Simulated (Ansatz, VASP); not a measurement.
## Co: VASP beside Ansatz

Wanted: the spread between two codes on one cell, functional and k mesh. Valence electrons are named where the data sets of a main pair hold unlike numbers.

Method: plane waves, with VASP 6.6.1 beside it; single point at PBEsol and single point at LDA, in Ansatz 0.2.0.

## Step 1: The structure

The structure is hexagonal, space group P6_3/mmc (No. 194). Conventional cell: a = 2.507 Å, b = 2.507 Å, c = 4.069 Å, α = 90.00°, β = 90.00°, γ = 120.00°. Nearest to Co lie 12 Co at 2.50 to 2.51 Å.

As a file:

```cif
data_structure
_symmetry_space_group_name_H-M 'P6_3/mmc'
_symmetry_Int_Tables_number 194
_cell_length_a 2.5071
_cell_length_b 2.5071
_cell_length_c 4.0686
_cell_angle_alpha 90.000
_cell_angle_beta 90.000
_cell_angle_gamma 120.000
_cell_volume 22.15
loop_
_atom_site_label
_atom_site_type_symbol
_atom_site_symmetry_multiplicity
_atom_site_Wyckoff_symbol
_atom_site_fract_x
_atom_site_fract_y
_atom_site_fract_z
_atom_site_occupancy
Co1 Co 2 c 0.33333 0.66667 0.25000 1
```

## Step 2: Ansatz: single point, PBEsol

Ansatz runs on its default PAW (the set named soft_2) files.

A single point gives forces, pressure and levels at one fixed geometry, so differences don't come from the geometry; what else differs is listed under the comparison.

The input, input.yaml:

```yaml
crystal:
  lattice:
    - [2.5071, 0.0, 0.0]
    - [-1.25355, 2.17121229, 0.0]
    - [0.0, 0.0, 4.0686]
  atoms:
    - { symbol: Co, position: [0.33333333, 0.66666667, 0.25], spin: 2.0 }
    - { symbol: Co, position: [0.66666667, 0.33333333, 0.75], spin: 2.0 }
hamiltonian:
  xc: pbesol
  pseudopotentials: { kind: paw }
magnetization:
  spin_polarized: true
kpoints:
  mp_grid: { grid: [10, 10, 6] }
scf:
  occupations: { method: gaussian, width: 0.05 }
  n_extra_bands: 8
output:
  forces: true
  stress: true
  eigenvalues: true
```

Command:

```
$ ansatz run input.yaml --threads 2 --pin off --max-ram 4608MiB --backend cpu --events-out ev --progress --plain --runs-dir out
```

Numbers of over 12 decimals in the logs are rounded to 6 here.

What it wrote:

```text
scf.n_extra_bands = 8 over 17 filled bands (N_el = 34.0): the run solves 25 bands
Engine: ansatz 0.2.0, aarch64-unknown-linux-gnu
Pseudopotentials: kind: paw
Pseudopotential: Co, paw, valence charge 17, recommended cutoff 420 eV (normal), Co.paw.azcp
Functional definition: PBEsol
  exchange = pbesol_x
  correlation = pbesol_c
Crystal: 2 atoms, lattice volume = 22.147 Å³
Basis set: ecut = 420 eV, 415 PW (Γ), exchange–correlation on 36×36×60 points (8 copies of the dense FFT grid, shifted against one another)
Bands: 25, of which v1, the nominal top of the filled ones, is band 17 counted from 1 (16 counted from 0)
Symmetry: 24 space group operations
Space group: P63/mmc (ITA 194), of the structure as read, at distance tolerance 2.8e-5 Å
Magnetic group: BNS 194.263 (UNI 1493), of the structure as read, at distance tolerance 2.8e-5 Å
k-points: 56 of 600
Non-local potential: Co, projectors of the file, l = 0: 3, l = 1: 2, l = 2: 3, l = 3: 1
PAW form: soft (Blöchl's): semilocal exchange-correlation on the pseudo side does not see the compensation charge
PAW frozen core: Co, regenerated for the run's functional, and the local potential with it (the file was generated under x = pbe(κ = 0.804, μ = 0.219515), c = pbe(β = 0.066725))
PAW one-centre angular grid: Co, 590 points (default); XC on 64 Gauss nodes
Initial density: superposition of atomic densities (chi_scale 0.1, normalization cell)
Starting moments: Σ|m| = 4 μB on 2 of 2 sites
Initial wavefunctions: pseudopotential atomic-orbital guess
Functional: x = pbesol(κ = 0.804, μ = 0.123457), c = pbesol(β = 0.046)
SCF iter   1: F=—  HF=-10185.725504 eV  |F-HF|=—  |Δ(HF+E_count)|=         —  Δρ=9.54e-2 (↑6.53e-2 ↓9.54e-2)  dr2=3.22e0  dr2_m=7.01e-2  M=3.539 μB ∫|m|=3.688 μB  β_m=0.30  ethr=3.10e-3  ⟨swp⟩=5.6  Hψ=10841  notcnv=0  defer=17
Mixer restart at iter 1: flushing history
preconditioner: auto → none  [metal: Δε(μ)=0.030 eV  Ē_g=11.462 eV  σ=0.050 eV  W_gap=0.32  n_scr=8 (ndim 8)  ℏωp=33.5 eV  f_vac=0.000  D(μ)=1.92/eV (n_scr^D=22)  sad-step TF]
SCF iter   2: F=—  HF=-10184.648267 eV  |F-HF|=—  |Δ(HF+E_count)|=    1.08e0  Δρ=3.21e-2 (↑1.13e-2 ↓3.21e-2)  dr2=1.94e-1  dr2_m=6.08e-2  M=3.529 μB ∫|m|=3.717 μB  β_m=0.34  ethr=3.10e-3  ⟨swp⟩=2.5  Hψ=5515  notcnv=0  defer=308
SCF iter   3: F=—  HF=-10185.130820 eV  |F-HF|=—  |Δ(HF+E_count)|=   4.83e-1  Δρ=1.46e-2 (↑1.46e-2 ↓8.68e-3)  dr2=2.01e-2  dr2_m=1.47e-2  M=3.415 μB ∫|m|=3.653 μB  β_m=0.48  ethr=5.70e-4  ⟨swp⟩=2.0  Hψ=3528  notcnv=0  defer=308
SCF iter   4: F=—  HF=-10185.656147 eV  |F-HF|=—  |Δ(HF+E_count)|=   5.25e-1  Δρ=1.55e-2 (↑1.55e-2 ↓1.08e-2)  dr2=7.58e-2  dr2_m=4.33e-3  M=3.360 μB ∫|m|=3.637 μB  β_m=0.67  ethr=5.92e-5  ⟨swp⟩=2.6  Hψ=4899  notcnv=0  defer=308
SCF iter   5: F=—  HF=-10185.886590 eV  |F-HF|=—  |Δ(HF+E_count)|=   2.30e-1  Δρ=1.08e-2 (↑1.08e-2 ↓7.61e-3)  dr2=4.49e-2  dr2_m=7.97e-4  M=3.351 μB ∫|m|=3.642 μB  β_m=0.84  ethr=5.92e-5  ⟨swp⟩=2.0  Hψ=5377  notcnv=0  defer=308
SCF iter   6: F=—  HF=-10185.925073 eV  |F-HF|=—  |Δ(HF+E_count)|=   3.85e-2  Δρ=1.68e-3 (↑7.66e-4 ↓1.68e-3)  dr2=6.14e-4  dr2_m=1.43e-4  M=3.333 μB ∫|m|=3.631 μB  β_m=0.92  ethr=5.92e-5  ⟨swp⟩=2.3  Hψ=5025  notcnv=0  defer=304
SCF iter   7: F=—  HF=-10185.926276 eV  |F-HF|=—  |Δ(HF+E_count)|=   1.20e-3  Δρ=6.35e-4 (↑6.35e-4 ↓2.04e-4)  dr2=2.41e-5  dr2_m=3.09e-5  M=3.329 μB ∫|m|=3.630 μB  β_m=0.96  ethr=1.80e-6  ⟨swp⟩=2.1  Hψ=4937  notcnv=0  defer=302
SCF iter   8: F=—  HF=-10185.926276 eV  |F-HF|=—  |Δ(HF+E_count)|=   3.08e-8  Δρ=1.44e-4 (↑3.86e-5 ↓1.44e-4)  dr2=1.83e-6  dr2_m=1.40e-6  M=3.329 μB ∫|m|=3.630 μB  β_m=0.91  ethr=7.10e-8  ⟨swp⟩=2.0  Hψ=4288  notcnv=0  defer=302
SCF iter   9: F=—  HF=-10185.926276 eV  |F-HF|=—  |Δ(HF+E_count)|=   1.10e-7  Δρ=8.38e-5 (↑1.22e-5 ↓8.38e-5)  dr2=9.82e-7  dr2_m=3.31e-7  M=3.329 μB ∫|m|=3.630 μB  β_m=0.95  ethr=5.39e-9  ⟨swp⟩=1.0  Hψ=2800  notcnv=0  defer=302
SCF iter  10: F=—  HF=-10185.926276 eV  |F-HF|=—  |Δ(HF+E_count)|=   1.16e-7  Δρ=2.00e-5 (↑7.11e-6 ↓2.00e-5)  dr2=3.01e-8  dr2_m=3.53e-8  M=3.329 μB ∫|m|=3.630 μB  β_m=0.98  ethr=2.89e-9  ⟨swp⟩=2.1  Hψ=3762  notcnv=0  defer=302
SCF iter  11: F=-10185.926276 eV  HF=-10185.926276 eV  |F-HF|=6.51e-9  |Δ(HF+E_count)|=   9.35e-9  Δρ=5.46e-6 (↑2.58e-6 ↓5.46e-6)  dr2=8.01e-9  dr2_m=4.75e-10  M=3.329 μB ∫|m|=3.630 μB  ethr=8.86e-11  ⟨swp⟩=5.8  Hψ=10880  notcnv=0
SCF 1 converged in 11 iterations: F = -10185.926276 eV  dr2 = 8.01e-9
  greatest PAW one-centre occupation: 1.001 electrons in one spin orbital (limit 2), on the Co atom at site 1 (counted from 0), in its partial waves of l = 1
SCF converged after 11 iterations
Magnetization: 3.3287 μB (18.6643 up, 15.3357 down)
Absolute magnetization: 3.6307 μB (∫|ρ↑−ρ↓|, with the PAW one-centre terms)
Spin contamination: 0.0542 ħ² per cell (⟨S²⟩ above its minimum at these occupations)
Per-site moments (μB) at R_I (Å): [(1.733895, 1.029893), (1.733895, 1.029893)]
Free energy (F): -10185.926276 eV
Harris-Foulkes:  -10185.926276 eV  (|F-HF|=6.51e-9)
Internal energy: -10185.923229 eV  (E = F + TS)
E sigma→0 (E₀):  -10185.924753 eV
Entropy (-TS):   -0.003046 eV (-1.523 meV/atom)
Fermi energy:    18.046809 eV
--- Per-component energies (eV) ---
  E_band       = -505.437118
  E_kinetic    = 905.820991
  E_local      = -5721.733445  (includes V_loc(G=0)·N_el)
  E_nonlocal   = 911.307043
  E_hartree    = 2390.125886
  E_xc         = -314.845430
  E_vxc        = -408.144323  (∫ρ·V_xc dr)
  E_paw        = -2964.698892  (= ΣΔE_a)
  E_vpaw       = -972.948104  (= ΣTr[D̂ρ^β])
  E_aug_tail   = 0.000119  (compensation charges beyond the density's cutoff)
  E_ewald      = -5392.276341
  E_core_change = 0.376838  (= ΣΔE_core)
  E_smearing   = -0.003046  (= −TS)
  E_closure    = -0.000000  (closes the sum)
  Σ components = -10185.926276   (vs F -10185.926276, Δ=0.00e0)
--- Forces (eV/Å), atoms counted from 1 ---
  atom   1  Co     0.00000000    -0.00000000     0.00000000
  atom   2  Co     0.00000000     0.00000000     0.00000000
  max |Σ_I F_I| component: 0.00e0 eV/Å
--- Stress (GPa, compression-positive) ---
      -12.586549       0.000000       0.000000
       -0.000000     -12.586549       0.000000
        0.000000       0.000000     -14.215777
  P = ⅓ Tr σ = -13.1296 GPa (-131.296 kbar)
--- Band table (eV; the first three rows and the last of 112) ---
  k-point 0 ↑: bands = [... 13 lower, 15.7793, 15.7793, 16.1360, 16.1360, 17.2071, 17.2071, 17.7965, 24.0952, ... 4 higher]
  k-point 1 ↑: bands = [... 13 lower, 15.7088, 15.7088, 16.2922, 16.2922, 16.8443, 17.1899, 17.1899, 25.6109, ... 4 higher]
  k-point 2 ↑: bands = [... 13 lower, 15.5527, 15.5527, 15.5573, 16.6027, 16.6027, 17.1021, 17.1021, 28.7890, ... 4 higher]
  k-point 55 ↓: bands = [... 13 lower, 16.3694, 17.9150, 17.9150, 19.1968, 19.1968, 23.3939, 23.3939, 26.7019, ... 4 higher]
```

Elapsed: 5 s, on 2 threads of Arm Neoverse N1, shared host; peak memory 0.33 GiB.

The run ends at a pressure of -13.13 GPa.

## Step 3: VASP: single point, PBEsol

The same cell, functional, mesh and smearing now go to VASP, with its own data sets.

Lines of VASP's logs that name or quote its potential files are left out, and so is its time.

The input, INCAR:

```
SYSTEM = Co
PREC = Accurate
ENCUT = 400
EDIFF = 1E-05
NELM = 100
ISMEAR = 0
SIGMA = 0.05
LREAL = .FALSE.
ALGO = Normal
GGA = PS
NBANDS = 19
ISPIN = 2
MAGMOM = 2 2
LASPH = .TRUE.
LMAXMIX = 4
LORBIT = 11
LWAVE = .FALSE.
LCHARG = .FALSE.
KPAR = 4
```

The input, POSCAR:

```
Co
1.0
    2.5071000000      0.0000000000      0.0000000000
   -1.2535500000      2.1712122900      0.0000000000
    0.0000000000      0.0000000000      4.0686000000
Co
2
Direct
    0.3333333300      0.6666666700      0.2500000000
    0.6666666700      0.3333333300      0.7500000000
```

The input, KPOINTS:

```
Automatic mesh
0
Gamma
10 10 6
0 0 0
```

The projector-augmented-wave data sets are Co (PBE family, release 64).

Command:

```
$ mpirun -np 4 vasp_std
```

What it wrote:

```text
[banner, memory and clock lines left out]
running    4 mpi-ranks, on    1 nodes
 distrk:  each k-point on    1 cores,    4 groups
 distr:  one band on    1 cores,    1 groups

 POSCAR found type information on POSCAR Co
 POSCAR found :  1 types and       2 ions
|                                                                             |
|               ----> ADVICE to this user running VASP <----                  |
|                                                                             |
|     You enforced a specific xc type in the INCAR file but a different       |
|     [... a line on the potential file left out ...]
|     I HOPE YOU KNOW WHAT YOU ARE DOING!                                     |
|                                                                             |

 LDA part: xc-table for (Slater+PW92), standard interpolation
 POSCAR, INCAR and KPOINTS ok, starting setup
 FFT: planning ... GRIDC
 FFT: planning ... GRID_SOFT
 FFT: planning ... GRID
 WAVECAR not read
 entering main loop
       N       E                     dE             d eps       ncg     rms          rms(c)
DAV:   1     0.723887208169E+02    0.72389E+02   -0.68324E+03  4424   0.104E+03
DAV:   2    -0.146004486253E+02   -0.86989E+02   -0.78418E+02  4301   0.201E+02
DAV:   3    -0.178685491958E+02   -0.32681E+01   -0.31622E+01  4787   0.492E+01
DAV:   4    -0.179184798539E+02   -0.49931E-01   -0.49897E-01  5575   0.518E+00
DAV:   5    -0.179195040345E+02   -0.10242E-02   -0.10241E-02  4926   0.648E-01    0.155E+01
DAV:   6    -0.159440931226E+02    0.19754E+01   -0.10077E+01  4680   0.643E+01    0.752E+00
DAV:   7    -0.154488463237E+02    0.49525E+00   -0.16028E+00  4852   0.235E+01    0.391E+00
DAV:   8    -0.154276424086E+02    0.21204E-01   -0.17429E-02  5761   0.121E+00    0.163E+00
DAV:   9    -0.154111696354E+02    0.16473E-01   -0.31187E-03  6560   0.101E+00    0.469E-01
DAV:  10    -0.154102023626E+02    0.96727E-03   -0.64323E-04  5620   0.320E-01    0.986E-02
DAV:  11    -0.154100735724E+02    0.12879E-03   -0.42343E-05  5461   0.841E-02    0.347E-02
DAV:  12    -0.154100695788E+02    0.39937E-05   -0.45415E-06  2721   0.232E-02
   1 F= -.15410070E+02 E0= -.15408642E+02  d E =-.285606E-02  mag=     3.3232
```

OUTCAR, selected parts (step 3):

```text
ion  position               nearest neighbor table
   1  0.333  0.667  0.250-   2 2.50   2 2.50   2 2.50   2 2.50   2 2.50   2 2.50
   2  0.667  0.333  0.750-   1 2.50   1 2.50   1 2.50   1 2.50   1 2.50   1 2.50

  LATTYP: Found a hexagonal cell.
 ALAT       =     2.5071000000
 C/A-ratio  =     1.6228311595

 Subroutine GETGRP returns: Found 24 space group operations
 (whereof 12 operations were pure point group operations)

The static configuration has the point symmetry D_3d.
 The point group associated with its full space group is D_6h.

 Found     56 irreducible k-points:

   k-points           NKPTS =     56   k-points in BZ     NKDIM =     56   number of bands    NBANDS=     19

   dimension x,y,z NGX =    16 NGY =   16 NGZ =   28
   dimension x,y,z NGXF=    32 NGYF=   32 NGZF=   56

   ENCUT  =  400.0 eV  29.40 Ry    5.42 a.u.   4.09  4.09  6.63*2*pi/ulx,y,z

   NELECT =      18.0000    total number of electrons

 k-points in reciprocal lattice and weights: Automatic mesh
   0.00000000  0.00000000  0.00000000       0.002
   0.10000000  0.00000000  0.00000000       0.010
   0.20000000  0.00000000  0.00000000       0.010
   0.30000000  0.00000000  0.00000000       0.010
   0.40000000  0.00000000  0.00000000       0.010
   0.50000000  0.00000000  0.00000000       0.005
   0.10000000  0.10000000  0.00000000       0.010
   0.20000000  0.10000000  0.00000000       0.020
   0.30000000  0.10000000  0.00000000       0.020
[...]
0.40000000  0.20000000  0.50000000       0.010
   0.30000000  0.30000000  0.50000000       0.010

 average (electrostatic) potential at core
       1 -78.4514       2 -78.4514

 E-fermi :   9.7670

 spin component 1
 k-point     1 :       0.0000    0.0000    0.0000
  band No.  band energies     occupation
    ...
      8       7.8719      1.00000
      9       7.8719      1.00000
     10       8.9298      1.00000
     11       8.9298      1.00000
     12       9.6173      0.99999
     13      15.8699      0.00000
     14      31.5751      0.00000
     15      33.9421      0.00000
     16      33.9421      0.00000
     17      34.5938      0.00000
    ...

 k-point     2 :       0.1000    0.0000    0.0000
  band No.  band energies     occupation
    ...
      7       7.6199      1.00000
      8       7.6593      1.00000
      9       7.7755      1.00000
     10       8.0548      1.00000
     11       8.9694      1.00000
     12      10.9805      0.00000
     13      15.9331      0.00000
     14      28.9032      0.00000
     15      31.3722      0.00000
     16      31.7539      0.00000
    ...

 k-point     3 :       0.2000    0.0000    0.0000
  band No.  band energies     occupation
    ...
      7       7.7411      1.00000
      8       7.8118      1.00000
      9       7.8171      1.00000
     10       8.0390      1.00000
     11       9.0437      1.00000
     12      12.9280      0.00000
     13      16.1647      0.00000
     14      24.3056      0.00000
     15      28.6411      0.00000
     16      30.6249      0.00000
    ...

 k-point     4 :       0.3000    0.0000    0.0000
  band No.  band energies     occupation
    ...
      7       7.5156      1.00000
      8       8.3895      1.00000
      9       8.4521      1.00000
     10       8.5441      1.00000
     11       9.1019      1.00000
     12      15.1452      0.00000
     13      16.5392      0.00000
     14      20.2082      0.00000
     15      26.4262      0.00000
     16      27.6431      0.00000
    ...

 k-point     5 :       0.4000    0.0000    0.0000
  band No.  band energies     occupation
    ...
      7       7.4959      1.00000
      8       8.8795      1.00000
      9       9.0067      1.00000
     10       9.1325      1.00000
     11       9.5925      1.00000
     12      15.1719      0.00000
     13      17.5343      0.00000
     14      18.9560      0.00000
     15      24.2853      0.00000
     16      24.9337      0.00000
    ...

 k-point     6 :       0.5000    0.0000    0.0000
  band No.  band energies     occupation
    ...
      6       7.2828      1.00000
      7       7.6021      1.00000
      8       9.0648      1.00000
      9       9.1415      1.00000
     10       9.2073      1.00000
     11      11.0109      0.00000
     12      12.9694      0.00000
     13      19.2289      0.00000
     14      19.8456      0.00000
     15      22.2726      0.00000
    ...

  Total       -1.8784811     -1.8784811     -2.1230882     -0.0000000      0.0000000      0.0000000
  in kB     -135.8934358   -135.8934358   -153.5888471     -0.0000000      0.0000000      0.0000000
  external PRESSURE =    -141.7919063 kB  Pullay stress =       0.0000000 kB

  energy-cutoff  :      400.00
  volume of cell :       22.15
      direct lattice vectors                 reciprocal lattice vectors
     2.507100000  0.000000000  0.000000000     0.398867217  0.230286095  0.000000000
    -1.253550000  2.171212290  0.000000000     0.000000000  0.460572190  0.000000000
     0.000000000  0.000000000  4.068600000     0.000000000  0.000000000  0.245784791

 POSITION                                       TOTAL-FORCE (eV/Angst)
 -----------------------------------------------------------------------------------
     -0.00000      1.44747      1.01715         0.000000      0.000000      0.000000
      1.25355      0.72374      3.05145        -0.000000     -0.000000      0.000000
 -----------------------------------------------------------------------------------
    total drift:                               -0.000000      0.000000     -0.000000

  FREE ENERGIE OF THE ION-ELECTRON SYSTEM (eV)
  ---------------------------------------------------
  free  energy   TOTEN  =       -15.4100695788 eV

  energy  without entropy=      -15.4072135157  energy(sigma->0) =      -15.40864155

 total charge
# of ion       s       p       d       tot
------------------------------------------
    1        0.482   0.509   7.237   8.228
    2        0.482   0.509   7.237   8.228
--------------------------------------------------
tot          0.964   1.018  14.474  16.456

 magnetization (x)
# of ion       s       p       d       tot
------------------------------------------
    1       -0.013  -0.049   1.741   1.679
    2       -0.013  -0.049   1.741   1.679
--------------------------------------------------
tot         -0.026  -0.097   3.482   3.358

[... 6 further parts left out ...]
```

The magnetic state follows from one typed start and may not be the lowest. The k-mesh is coarse for a metal. The PAW data sets were made with PBE, which is usual practice but a small mismatch for other functionals.

## Step 4: Comparison

Known differences besides the potentials themselves: the data sets hold 34 valence electrons in Ansatz (on its default PAW (the set named soft_2) files) and 18 in VASP; the cutoff is 420 eV in Ansatz and 400 eV in VASP; Ansatz makes its cores anew for this functional, VASP keeps those of its PBE data sets; site moments are counted in spheres of each program's own size. Total energies have different zeros and are not compared.

The two programs side by side:

```csv
quantity,Ansatz,VASP,difference
pressure (GPa),-13.13,-14.18,+1.05
pressure without Ansatz's Pulay correction (GPa),-13.33,-14.18,+0.85
total moment (μB),3.33,3.32,+0.01
moment on Co1 (μB),1.73,1.68,+0.05
moment on Co2 (μB),1.73,1.68,+0.05
```

Ansatz's pressure holds a Pulay correction of 0.20 GPa; VASP's holds none.

## Step 5: What the set-up changes

Further runs change the set-up of one program: Ansatz's method, potentials or start, or VASP's data sets, cutoff or form of LDA. The table gives Ansatz less VASP for each quantity, since a change that brings one quantity closer may part another.

```csv
run,pressure (GPa),total moment (μB),pressure without Ansatz's Pulay correction (GPa)
as above,1.0,0.0055,0.85
cores kept as stored,1.1,0.0053,0.84
Ansatz's all-electron LAPW method,0.98,0.0061,
Ansatz's larger PAW set (cutoff 1000 eV),0.98,0.0060,
norm-conserving potentials (cutoff 1306 eV),1.1,0.0093,1.0
```

(Part 1 of 2 ends here.)

[Lines on the potential files, build, host, timing and source positions are cut from VASP's logs without a mark.]

[Logs are printed without paths, hosts, clocks, repeated set-up lines and the standing remarks that a program may print on its own settings, such as how far it seeks lower states.]

[Hosts, paths, dates, database ids (printed as entryN), source tags and the programs' standing remarks are cut or masked in the printed files.]
